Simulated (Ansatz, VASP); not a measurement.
# Cross-check of CaI2 between VASP and Ansatz, part 2 of 2

Aim: how closely do two programs agree when they are given the same cell, functional and k mesh? Of the first pair: The structure shown is the end of the Ansatz relaxation below.

VASP 6.6.1 and Ansatz 0.2.0.

So far. Step 3 (VASP: single point, LDA, relaxed cell, pair 1): The run ends at a pressure of 0.02 GPa, with forces up to 0.022 eV/Å.

## (4) Comparison

Known differences besides the potentials themselves: the two LDA forms differ slightly; Ansatz cuts the interaction across the vacuum, VASP repeats the sheet with a dipole correction; the data sets hold 44 valence electrons in Ansatz (on its default PAW (the set named soft_2) files) and 24 in VASP; the cutoff is 420 eV in Ansatz and 400 eV in VASP; VASP's log shows a relativistic correction to its local exchange, Ansatz's none. Total energies have different zeros and are not compared.

Both answers:

```
              quantity  Ansatz   VASP  difference
gap on the k mesh (eV)   3.544  3.529      +0.015
```

At this near-relaxed geometry the largest component of a force difference is 23 meV/Å. A gap on the mesh is an upper bound, since the band edges may lie between its points. With vacuum in the cell, a pressure given here is an average over mostly empty space and none of the material.

## (5) Ansatz: relaxation, LDA

The two programs are compared at the cell with which this relaxation starts, whose forces are those of its first step.

The structure compared here is the start of the Ansatz relaxation; VASP solves that cell, so the two are compared at the walk's first step.

input.yaml

```yaml
crystal:
  lattice:
    - [4.45, 0.0, 0.0]
    - [-2.225, 3.85381, 0.0]
    - [0.0, 0.0, 20.0]
  atoms:
    - { symbol: Ca, position: [0.0, 0.0, 0.5] }
    - { symbol: I, position: [0.333333, 0.666667, 0.5825] }
    - { symbol: I, position: [0.666667, 0.333333, 0.4175] }
  periodic: [true, true, false]
kpoints:
  mp_grid: { grid: [6, 6, 1] }
hamiltonian:
  xc: lda
scf:
  occupations: { method: gaussian, width: 0.02 }
output:
  forces: true
  stress: true
  eigenvalues: true
  write_density: true
  write_potential: true
  elf: true
  volumetric_format: npy
relax:
  adjacent_minimum: "off"
  f_tol: 0.005
  max_steps: 80
  cell: { stress_2d_tol: 0.02 }
```

Launch:

```console
> ansatz run input.yaml --threads 8 --pin off --max-ram 14336MiB --backend cpu --events-out ev --progress --plain --runs-dir out
```

Numbers of over 12 decimals in the logs are rounded to 6 here.

Log:

```text
[...]
--- Band table (eV; the first three rows and the last of 7) ---
[...]
--- Relaxed structure (5 steps of the walk, 5 accepted, 1 SCFs on fresh bases) ---
[...]
cell:  # Å, volume = 497.3960 Å³
    - [4.346594, 0.0, 0]
    - [-2.173297, 3.764260, 0]
    - [0, 0, 30.400000]
  atoms:
    - { symbol: Ca, position: [0, 0, 0.328947] }
    - { symbol: I, position: [0.333333, 0.666667, 0.386618] }
    - { symbol: I, position: [0.666667, 0.333333, 0.271277] }
[key lines of the parts left out:]
SCF converged after 7 iterations
Free energy (F): -16489.148510 eV
Fermi energy:    -4.964138 eV
P = ½ c Tr σ = -0.0066 N/m
```

## (6) VASP: single point, LDA, start cell, pair 2

The same cell, functional (in two slightly different forms), mesh and smearing now go to VASP, with its own data sets.

INCAR

```
SYSTEM = CaI2
PREC = Accurate
ENCUT = 400
EDIFF = 1E-06
NELM = 120
ISMEAR = 0
SIGMA = 0.02
LREAL = .FALSE.
ALGO = Normal
GGA = CA
NBANDS = 18
LORBIT = 11
LWAVE = .FALSE.
LCHARG = .FALSE.
ISIF = 2
LDIPOL = .TRUE.
IDIPOL = 3
DIPOL = 0.5 0.5 0.329
LVHAR = .TRUE.
LASPH = .TRUE.
GGA_COMPAT = .FALSE.
EFERMI = MIDGAP
NELMDL = -8
```

POSCAR

```
CaI2
1.0
    4.4499980000      0.0000000000      0.0000000000
   -2.2249990000      3.8538120000      0.0000000000
    0.0000000000      0.0000000000     30.4000000000
Ca I
1 2
Direct
    0.0000000000      0.0000000000      0.3289473684
    0.3333333333      0.6666666667      0.3832236842
    0.6666666667      0.3333333333      0.2746710526
```

KPOINTS

```
Automatic mesh
0
Gamma
6 6 1
0 0 0
```

The projector-augmented-wave data sets are Ca_sv and I (LDA family, release 64).

Launch:

```console
> mpirun -np 1 vasp_std
```

Log:

```text
[... set-up lines as in an earlier step ...]
 entering main loop
       N       E                     dE             d eps       ncg     rms          rms(c)
DAV:   1     0.120875808796E+03    0.12088E+03   -0.86239E+03   348   0.755E+02
DAV:   2     0.391744331949E+01   -0.11696E+03   -0.11469E+03   336   0.168E+02
DAV:   3    -0.110056559664E+02   -0.14923E+02   -0.14892E+02   464   0.507E+01
DAV:   4    -0.111957363905E+02   -0.19008E+00   -0.18929E+00   360   0.764E+00
[...]
DAV:  23    -0.110370495043E+02   -0.35596E-05   -0.73538E-08   244   0.709E-04    0.216E-04
DAV:  24    -0.110370506658E+02   -0.11614E-05   -0.94928E-09   250   0.387E-04    0.808E-05
DAV:  25    -0.110370511697E+02   -0.50390E-06   -0.38537E-12   236   0.204E-04
   1 F= -.11037051E+02 E0= -.11037051E+02  d E =0.000000E+00
```

OUTCAR, selected parts (step 6):

```text
  Total       -0.0524075     -0.0524076      0.6895362     -0.0000000      0.0000000     -0.0000000
  in kB       -0.1610573     -0.1610574      2.1190622     -0.0000000      0.0000000     -0.0000000
  external PRESSURE =       0.5989825 kB  Pullay stress =       0.0000000 kB

 POSITION                                       TOTAL-FORCE (eV/Angst)
 -----------------------------------------------------------------------------------
      0.00000      0.00000     10.00000        -0.000000      0.000000     -0.000000
     -0.00000      2.56921     11.65000         0.000000     -0.000000      0.214094
      2.22500      1.28460      8.35000        -0.000000      0.000000     -0.214094
 -----------------------------------------------------------------------------------
    total drift:                                0.000000     -0.000000      0.000057

  FREE ENERGIE OF THE ION-ELECTRON SYSTEM (eV)
  ---------------------------------------------------
  free  energy   TOTEN  =       -11.0370511697 eV

  energy  without entropy=      -11.0370511697  energy(sigma->0) =      -11.03705117

[... 1 part as in an earlier step ...]

[... 2 further parts left out ...]
[key lines of the parts left out:]
E-fermi :  -3.1426
```

The run ends at a pressure of 0.06 GPa, with forces up to 0.21 eV/Å.

## (7) Differences

What differs besides the data sets and the points named for the pairs above, as far as they apply: the data sets hold 44 valence electrons in Ansatz (on its default PAW (the set named soft_2) files) and 24 in VASP; Ansatz takes its cutoff from its data sets, VASP runs at 400 eV. Total energies have different zeros and are not compared.

Forces (eV/Å; atoms numbered as in POSCAR):

| atom | Ansatz x, y, z | VASP x, y, z |
| --- | --- | --- |
| Ca1 | 0.000, 0.000, 0.000 | 0.000, 0.000, 0.000 |
| I2 | 0.000, 0.000, 0.192 | 0.000, 0.000, 0.214 |
| I3 | 0.000, 0.000, -0.192 | 0.000, 0.000, -0.214 |

The forces differ by 10 meV/Å r.m.s., which is 10.3 % of the r.m.s. force of 0.101 eV/Å (both taken over all components). With vacuum in the cell, a pressure given here is an average over mostly empty space and none of the material.

## (8) Outcome

| Property | Result |
| --- | --- |
| difference in gap on the k mesh (single point, LDA, relaxed cell, pair 1) | 0.015 eV |
| r.m.s. force difference (single point, LDA, relaxed cell, pair 1) | 11 meV/Å |
| r.m.s. force difference (single point, LDA, start cell, pair 2) | 10 meV/Å |

The r.m.s. force difference is 11 meV/Å (single point, LDA, relaxed cell, pair 1), within the 12 meV/Å picked in this series as the mark of a large difference. The data sets hold unlike numbers of valence electrons (44 in Ansatz and 24 in VASP), so part of the differences comes from the potentials. 1 further run of this series is not shown here. How closely two codes agree says nothing of how well the functional describes the real material.

[Lines on the potential files, build, host, timing and source positions are cut from VASP's logs without a mark.]

[Logs are printed without paths, hosts, clocks, repeated set-up lines and the standing remarks that a program may print on its own settings, such as how far it seeks lower states.]

[Hosts, paths, dates, database ids (printed as entryN), source tags and the programs' standing remarks are cut or masked in the printed files.]
